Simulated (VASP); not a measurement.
# Ag3SF (Pm-3m) in VASP: further runs

Runs on Ag3SF. Level: LDA. Tasks: single point.

Everything below comes from runs of VASP 6.6.1. Logs are shortened: lines on timing, memory, paths and dates and some standing lists are left out, and cuts for length are marked.

### Step 1. Starting point

Symmetry: Pm-3m, No. 221, cubic system. Conventional cell: a = 4.392 Å, b = 4.392 Å, c = 4.392 Å, α = 90.00°, β = 90.00°, γ = 90.00°. S (site symmetry m-3m) is surrounded by 12 Ag at 3.11 Å. Around F (site symmetry m-3m) lie 6 Ag at 2.20 Å. Around Ag (site symmetry 4/mmm) lie 2 F at 2.20 Å.

The cell comes from a database or a generator and needn't be the stable form of this composition.

### Step 2. Single point, LDA

INCAR reads:

```
SYSTEM = Ag3SF
PREC     = Accurate       ! precision mode
ENCUT    = 520            ! plane-wave cutoff, eV
EDIFF    = 1E-7           ! SCF threshold, eV
ISMEAR   = 0              ! smearing method
SIGMA    = 0.05           ! smearing width, eV
LREAL    = .False.        ! projectors in reciprocal space
LASPH    = .True.         ! aspherical terms in the spheres
NELM     = 60             ! most SCF steps
ALGO     = Normal         ! electronic algorithm
ISIF     = 2              ! what is computed and relaxed
LWAVE    = .False.        ! write WAVECAR
LCHARG   = .False.        ! write CHGCAR
GGA      = CA             ! functional
NBANDS   = 31             ! bands
```

KPOINTS reads:

```
regular mesh
0
Gamma
  4 4 4
  0 0 0
```

POSCAR reads:

```
Ag3SF
1.0
    4.3916874950      0.0000000000      0.0000000000
    0.0000000000      4.3916874950      0.0000000000
    0.0000000000      0.0000000000      4.3916874950
S F Ag
1 1 3
Direct
    0.0000000000      0.0000000000      0.0000000000
    0.5000000000      0.5000000000      0.5000000000
    0.5000000000      0.5000000000      0.0000000000
    0.5000000000      0.0000000000      0.5000000000
    0.0000000000      0.5000000000      0.5000000000
```

Potentials or basis: VASP PAW LDA potentials, release 64 (S, F, Ag).

Started as:

```
cat potpaw_LDA.64/S/POTCAR potpaw_LDA.64/F/POTCAR potpaw_LDA.64/Ag/POTCAR > POTCAR
mpirun -np 1 vasp_std > vasp.out
```

OUTCAR:

```text
SYSTEM = Ag3SF
   PREC = Accurate
   ENCUT = 520
   EDIFF = 1E-7
   ISMEAR = 0
   LREAL = .False.
   LASPH = .True.
   NELM = 60
   ISIF = 2
   GGA = CA

 ion  position               nearest neighbor table
   1  0.000  0.000  0.000-   3 3.11   4 3.11   5 3.11   4 3.11   5 3.11   3 3.11   5 3.11   5 3.11
                             3 3.11   4 3.11   4 3.11   3 3.11
   2  0.500  0.500  0.500-   3 2.20   4 2.20   5 2.20   3 2.20   4 2.20   5 2.20
   3  0.500  0.500  0.000-   2 2.20   2 2.20   4 3.11   5 3.11   1 3.11   4 3.11   5 3.11   1 3.11
                             4 3.11   4 3.11   1 3.11   5 3.11   5 3.11   1 3.11
   4  0.500  0.000  0.500-   2 2.20   2 2.20   3 3.11   5 3.11   1 3.11   3 3.11   1 3.11   3 3.11
                             5 3.11   3 3.11   1 3.11   5 3.11   1 3.11   5 3.11
   5  0.000  0.500  0.500-   2 2.20   2 2.20   3 3.11   4 3.11   1 3.11   3 3.11   1 3.11   4 3.11
                             1 3.11   1 3.11   3 3.11   4 3.11   3 3.11   4 3.11

  LATTYP: Found a simple cubic cell.
 ALAT       =     4.3916874950

  Lattice vectors:

 A1 = (   4.3916874950,   0.0000000000,   0.0000000000)
 A2 = (   0.0000000000,   4.3916874950,   0.0000000000)
 A3 = (   0.0000000000,   0.0000000000,   4.3916874950)

Analysis of symmetry for initial positions (statically):
=====================================================================
 Subroutine PRICEL returns:
 Original cell was already a primitive cell.

 Routine SETGRP: Setting up the symmetry group for a
 simple cubic supercell.

 Subroutine GETGRP returns: Found 48 space group operations
 (whereof 48 operations were pure point group operations)
 out of a pool of 48 trial point group operations.

The static configuration has the point symmetry O_h .

Analysis of symmetry for dynamics (positions and initial velocities):
=====================================================================
 Subroutine PRICEL returns:
 Original cell was already a primitive cell.

 Routine SETGRP: Setting up the symmetry group for a
 simple cubic supercell.

 Subroutine GETGRP returns: Found 48 space group operations
 (whereof 48 operations were pure point group operations)
 out of a pool of 48 trial point group operations.

The dynamic configuration has the point symmetry O_h .

 Subroutine INISYM returns: Found 48 space group operations
 (whereof 48 operations are pure point group operations),
 and found     1 'primitive' translations

----------------------------------------------------------------------------------------

                                     Primitive cell

  volume of cell :      84.7021

  direct lattice vectors                    reciprocal lattice vectors
     4.391687495  0.000000000  0.000000000     0.227702905  0.000000000  0.000000000
     0.000000000  4.391687495  0.000000000     0.000000000  0.227702905  0.000000000
     0.000000000  0.000000000  4.391687495     0.000000000  0.000000000  0.227702905

  length of vectors
     4.391687495  4.391687495  4.391687495     0.227702905  0.227702905  0.227702905

  position of ions in fractional coordinates (direct lattice)
     0.000000000  0.000000000  0.000000000
     0.500000000  0.500000000  0.500000000
     0.500000000  0.500000000  0.000000000
     0.500000000  0.000000000  0.500000000
     0.000000000  0.500000000  0.500000000

  ion indices of the primitive-cell ions
   primitive index   ion index
                 1           1
                 2           2
                 3           3
                 4           4
                 5           5

----------------------------------------------------------------------------------------

 KPOINTS: regular mesh

Automatic generation of k-mesh.
 Grid dimensions read from file:
 generate k-points for:    4    4    4

 Generating k-lattice:

  Cartesian coordinates                     Fractional coordinates (reciprocal lattice)
     0.056925726  0.000000000  0.000000000     0.250000000  0.000000000  0.000000000
     0.000000000  0.056925726  0.000000000     0.000000000  0.250000000  0.000000000
     0.000000000  0.000000000  0.056925726     0.000000000  0.000000000  0.250000000

  Length of vectors
     0.056925726  0.056925726  0.056925726

  Shift w.r.t. Gamma in fractional coordinates (k-lattice)
     0.000000000  0.000000000  0.000000000

 Subroutine IBZKPT returns following result:
 ===========================================

 Found     10 irreducible k-points:

 Following reciprocal coordinates:
            Coordinates               Weight
  0.000000  0.000000  0.000000      1.000000
  0.250000  0.000000  0.000000      6.000000
  0.500000  0.000000  0.000000      3.000000
  0.250000  0.250000  0.000000     12.000000
  0.500000  0.250000  0.000000     12.000000
  0.500000  0.500000  0.000000      3.000000
  0.250000  0.250000  0.250000      8.000000
  0.500000  0.250000  0.250000     12.000000
  0.500000  0.500000  0.250000      6.000000
[... 78 lines left out ...]
      1     -19.2845      2.00000
      2      -6.2072      2.00000
      3      -1.3911      2.00000
      4      -1.3911      2.00000
      5      -1.3911      2.00000
      6       1.1067      2.00000
[... 23 lines left out ...]
     30      15.5364      0.00000
     31      15.5364      0.00000

 k-point     2 :       0.2500    0.0000    0.0000
  band No.  band energies     occupation
      1     -19.2490      2.00000
      2      -6.1042      2.00000
      3      -2.0593      2.00000
      4      -1.5104      2.00000
      5      -1.5104      2.00000
      6       1.1078      2.00000
[... 23 lines left out ...]
     30      13.4293      0.00000
     31      14.5978      0.00000

 k-point     3 :       0.5000    0.0000    0.0000
  band No.  band energies     occupation
      1     -19.2130      2.00000
      2      -5.9956      2.00000
      3      -2.5717      2.00000
      4      -1.6158      2.00000
      5      -1.6158      2.00000
      6       0.5287      2.00000
[... 23 lines left out ...]
     30      14.7526      0.00000
     31      14.7526      0.00000

 k-point     4 :       0.2500    0.2500    0.0000
  band No.  band energies     occupation
      1     -19.2135      2.00000
      2      -6.0156      2.00000
      3      -2.1923      2.00000
      4      -2.1616      2.00000
      5      -1.6270      2.00000
      6       1.0511      2.00000
[... 23 lines left out ...]
     30      13.1313      0.00000
     31      14.7870      0.00000

 k-point     5 :       0.5000    0.2500    0.0000
  band No.  band energies     occupation
      1     -19.1775      2.00000
      2      -5.9221      2.00000
      3      -2.6956      2.00000
      4      -2.2913      2.00000
      5      -1.7305      2.00000
      6       0.8501      2.00000
[... 23 lines left out ...]
     30      13.9192      0.00000
     31      14.5047      0.00000

 k-point     6 :       0.5000    0.5000    0.0000
  band No.  band energies     occupation
      1     -19.1417      2.00000
      2      -5.8441      2.00000
      3      -2.8173      2.00000
      4      -2.8173      2.00000
      5      -1.8327      2.00000
      6       1.2100      2.00000
[... 23 lines left out ...]
     30      15.5220      0.00000
     31      16.2946      0.00000

 k-point     7 :       0.2500    0.2500    0.2500
  band No.  band energies     occupation
      1     -19.1778      2.00000
      2      -5.9485      2.00000
      3      -2.2794      2.00000
      4      -2.2781      2.00000
      5      -2.2781      2.00000
      6       0.9265      2.00000
[... 23 lines left out ...]
     30      15.4238      0.00000
     31      15.4238      0.00000

 k-point     8 :       0.5000    0.2500    0.2500
  band No.  band energies     occupation
      1     -19.1421      2.00000
      2      -5.8788      2.00000
      3      -2.7932      2.00000
      4      -2.3900      2.00000
      5      -2.3581      2.00000
      6       1.1490      2.00000
[... 23 lines left out ...]
     30      14.6576      0.00000
     31      15.9395      0.00000

 k-point     9 :       0.5000    0.5000    0.2500
  band No.  band energies     occupation
      1     -19.1063      2.00000
      2      -5.8341      2.00000
      3      -2.8863      2.00000
      4      -2.8863      2.00000
      5      -2.4516      2.00000
      6       1.5211      2.00000
[... 23 lines left out ...]
     30      12.8234      0.00000
     31      17.6524      0.00000

 k-point    10 :       0.5000    0.5000    0.5000
  band No.  band energies     occupation
      1     -19.0701      2.00000
      2      -5.8242      2.00000
      3      -2.9522      2.00000
      4      -2.9522      2.00000
      5      -2.9522      2.00000
      6       1.9334      2.00000
[... 23 lines left out ...]
     30      11.8912      0.00000
     31      18.5506      0.00000

------------------------ aborting loop because EDIFF is reached ----------------------------------------

  FORCE on cell =-STRESS in cart. coord.  units (eV):
  Direction    XX          YY          ZZ          XY          YZ          ZX
  --------------------------------------------------------------------------------------
  -------------------------------------------------------------------------------------
  Total        0.2242936      0.2242936      0.2242936      0.0000000     -0.0000000      0.0000000
  in kB        4.2426116      4.2426116      4.2426116      0.0000000     -0.0000000      0.0000000
  external PRESSURE =       4.2426116 kB  Pullay stress =       0.0000000 kB

 VOLUME and BASIS-vectors are now :
 -----------------------------------------------------------------------------
  energy-cutoff  :      520.00
  volume of cell :       84.70
      direct lattice vectors                 reciprocal lattice vectors
     4.391687495  0.000000000  0.000000000     0.227702905  0.000000000  0.000000000
     0.000000000  4.391687495  0.000000000     0.000000000  0.227702905  0.000000000
     0.000000000  0.000000000  4.391687495     0.000000000  0.000000000  0.227702905

 POSITION                                       TOTAL-FORCE (eV/Angst)
 -----------------------------------------------------------------------------------
      0.00000      0.00000      0.00000         0.000000      0.000000      0.000000
      2.19584      2.19584      2.19584         0.000000      0.000000      0.000000
      2.19584      2.19584      0.00000         0.000000      0.000000      0.000000
      2.19584      0.00000      2.19584         0.000000      0.000000      0.000000
      0.00000      2.19584      2.19584         0.000000      0.000000      0.000000
 -----------------------------------------------------------------------------------
    total drift:                                0.000000      0.000000      0.000000

  FREE ENERGIE OF THE ION-ELECTRON SYSTEM (eV)
  ---------------------------------------------------
  free  energy   TOTEN  =       -18.1295430726 eV

  energy  without entropy=      -18.1276050038  energy(sigma->0) =      -18.12857404
```

Wall time 15 s (1 thread of AMD EPYC 9R45 (Zen 5), shared host); peak memory 0.15 GiB.

What came out:

```yaml
Free_energy: -18.1295 eV
Pressure: 0.4 GPa
Band_gap_on_the_k_mesh: none (metal or under the smearing width)
```

Levels at points of the mesh, in eV from the Fermi level:
| k point | band 19 | band 20 | band 21 | band 22 | band 23 | band 24 | band 25 | band 26 | band 27 | band 28 |
| --- | --- | --- | --- | --- | --- | --- | --- | --- | --- | --- |
| (0.00, 0.00, 0.00) | -2.38 | -2.38 | -1.95 | -1.92 | -1.92 | -1.92 | 4.11 | 4.11 | 6.86 | 6.86 |
| (0.50, 0.00, 0.00) | -2.52 | -2.40 | -2.38 | -0.63 | -0.63 | 1.65 | 2.81 | 5.33 | 5.34 | 5.34 |
| (0.50, 0.50, 0.00) | -2.22 | -2.22 | -0.77 | -0.77 | -0.01 | 0.07 | 2.50 | 4.74 | 4.74 | 6.21 |
| (0.50, 0.50, 0.50) | -2.50 | -2.50 | -1.57 | -1.57 | -1.57 | 3.33 | 3.33 | 3.33 | 4.51 | 6.14 |

### Step 3. Single point, LDA

This run uses another cell than the first one, of 17.54 Å³/atom, 1.035 times its volume.

INCAR reads:

```
SYSTEM = Ag3SF
PREC = Accurate
ENCUT = 520
EDIFF = 1E-7
ISMEAR = 0
SIGMA = 0.05
LREAL = .FALSE.
LASPH = .TRUE.
NELM = 60
ALGO = Fast
ISIF = 2
LWAVE = .FALSE.
LCHARG = .FALSE.
GGA = CA
NBANDS = 31
```

KPOINTS reads:

```
Automatic mesh
0
G
  4 4 4
  0 0 0
```

Edit POSCAR of step 2 so:

```diff
@@ -2,5 +2,5 @@
 1.0
-    4.3916874950      0.0000000000      0.0000000000
-    0.0000000000      4.3916874950      0.0000000000
-    0.0000000000      0.0000000000      4.3916874950
+    4.4430169680      0.0000000000      0.0000000000
+    0.0000000000      4.4430169680      0.0000000000
+    0.0000000000      0.0000000000      4.4430169680
 S F Ag
```

Potentials or basis: VASP PAW LDA potentials, release 64 (S, F, Ag).

Started as:

```
cat potpaw_LDA.64/S/POTCAR potpaw_LDA.64/F/POTCAR potpaw_LDA.64/Ag/POTCAR > POTCAR
mpirun -np 1 vasp_std > vasp.out
```

Wall time 18 s (1 thread of AMD EPYC 9R45 (Zen 5), shared host); peak memory 0.15 GiB.

It converged, with:

* Free energy: -18.1127 eV
* Pressure: -2.4 GPa
* Band gap on the k mesh: none (metal or under the smearing width)

Levels at points of the mesh, in eV from the Fermi level:
```tsv
k point	band 19	band 20	band 21	band 22	band 23	band 24	band 25	band 26	band 27	band 28
(0.00, 0.00, 0.00)	-2.34	-2.34	-1.93	-1.78	-1.78	-1.78	4.05	4.05	6.76	6.76
(0.50, 0.00, 0.00)	-2.46	-2.34	-2.33	-0.59	-0.59	1.61	2.71	5.20	5.36	5.36
(0.50, 0.50, 0.00)	-2.17	-2.17	-0.77	-0.77	-0.01	0.13	2.55	4.59	4.59	6.21
(0.50, 0.50, 0.50)	-2.45	-2.45	-1.55	-1.55	-1.55	3.25	3.25	3.25	4.46	6.04
```

### Step 4. Single point, LDA

This run uses another cell than the first one, of 21.93 Å³/atom, 1.294 times its volume.

INCAR reads:

```
  PREC = Accurate
  ENCUT = 520
  EDIFF = 1E-7
  ISMEAR = 0
  SIGMA = 0.05
  LREAL = F
  LASPH = T
  NELM = 100
  ALGO = Normal
  ISIF = 2
  LWAVE = F
  LCHARG = T
  LELF = T
  LVHAR = T
  NBANDS = 31
```

KPOINTS reads:

```
Automatic mesh
0
Gamma
  4 4 4
```

Edit POSCAR of step 3 so:

```diff
@@ -2,5 +2,5 @@
 1.0
-    4.4430169680      0.0000000000      0.0000000000
-    0.0000000000      4.4430169680      0.0000000000
-    0.0000000000      0.0000000000      4.4430169680
+    4.7860949421      0.0000000000      0.0000000000
+    0.0000000000      4.7860949421      0.0000000000
+    0.0000000000      0.0000000000      4.7860949421
 S F Ag
```

Started as:

```
cat potpaw_LDA.64/S/POTCAR potpaw_LDA.64/F/POTCAR potpaw_LDA.64/Ag/POTCAR > POTCAR
mpirun -np 1 vasp_std > vasp.out
```

Run time: 18 s. Hardware: 1 thread of AMD EPYC 9R45 (Zen 5), shared host; peak memory 0.15 GiB.

It converged, with:

| Item | Value |
| --- | --- |
| Free energy | -17.0115 eV |
| Pressure | -11.4 GPa |
| Band gap on the k mesh | none (metal or under the smearing width) |

Levels at points of the mesh, in eV from the Fermi level:
```
           k point  band 20  band 21  band 22  band 23  band 24  band 25  band 26  band 27
(0.00, 0.00, 0.00)    -2.16    -1.73    -1.07    -1.07    -1.07     3.56     3.56     6.12
(0.50, 0.00, 0.00)    -2.13    -2.07    -0.39    -0.39     1.33     2.15     4.35     5.37
(0.50, 0.50, 0.00)    -1.96    -0.77    -0.77    -0.01     0.42     2.83     3.70     3.70
(0.50, 0.50, 0.50)    -1.83    -1.55    -1.55    -1.55     2.76     2.76     2.76     4.18
```

### Step 5. Single point, LDA

This run uses another cell than the first one, of 24.40 Å³/atom, 1.441 times its volume.

INCAR reads:

```
PREC     = Accurate       # precision mode
ENCUT    = 520            # plane-wave cutoff, eV
EDIFF    = 1E-6           # SCF threshold, eV
ISMEAR   = 0              # smearing method
SIGMA    = 0.05           # smearing width, eV
LREAL    = False          # projectors in reciprocal space
LASPH    = True           # aspherical terms in the spheres
NELM     = 80             # most SCF steps
ALGO     = Normal         # electronic algorithm
ISIF     = 2              # what is computed and relaxed
LWAVE    = False          # write WAVECAR
LCHARG   = False          # write CHGCAR
GGA      = CA             # functional
NBANDS   = 31             # bands
```

KPOINTS is that of step 4.

Edit POSCAR of step 4 so:

```diff
@@ -2,5 +2,5 @@
 1.0
-    4.7860949421      0.0000000000      0.0000000000
-    0.0000000000      4.7860949421      0.0000000000
-    0.0000000000      0.0000000000      4.7860949421
+    4.9600000000      0.0000000000      0.0000000000
+    0.0000000000      4.9600000000      0.0000000000
+    0.0000000000      0.0000000000      4.9600000000
 S F Ag
```

Started as:

```
cat potpaw_LDA.64/S/POTCAR potpaw_LDA.64/F/POTCAR potpaw_LDA.64/Ag/POTCAR > POTCAR
mpirun -np 1 vasp_std > vasp.out
```

Run time: 19 s. Hardware: 1 thread of AMD EPYC 9R45 (Zen 5), shared host; peak memory 0.18 GiB.

The run converged. Its results:

- Free energy: -16.0944 eV
- Pressure: -12.3 GPa
- Band gap on the k mesh: none (metal or under the smearing width)

Levels at points of the mesh, in eV from the Fermi level:
```
           k point  band 20  band 21  band 22  band 23  band 24  band 25  band 26  band 27
(0.00, 0.00, 0.00)    -2.15    -1.62    -0.82    -0.82    -0.82     3.30     3.30     5.83
(0.50, 0.00, 0.00)    -2.02    -1.99    -0.32    -0.32     1.22     1.91     3.94     5.31
(0.50, 0.50, 0.00)    -1.93    -0.77    -0.77    -0.01     0.50     2.91     3.31     3.31
(0.50, 0.50, 0.50)    -1.60    -1.46    -1.46    -1.46     2.52     2.52     2.52     4.04
```

### Step 6. Overview

| cell | gap on the mesh (eV) | pressure (GPa) |
| --- | --- | --- |
| Pm-3m, 16.94 Å³/atom | none | 0.4 |
| Pm-3m, 17.54 Å³/atom | none | -2.4 |
| Pm-3m, 21.93 Å³/atom | none | -11.4 |
| Pm-3m, 24.4 Å³/atom | none | -12.3 |

Alike in all rows: task single point; level LDA; potentials or basis VASP PAW LDA potentials, release 64 (S, F, Ag); no spin polarisation; k mesh 4 × 4 × 4; cutoff (eV) 520; smearing gaussian 0.05 eV.

Every run on the cell as given and a fine mesh finds a metal.

Absolute energies hang on the potentials; compare differences alone.
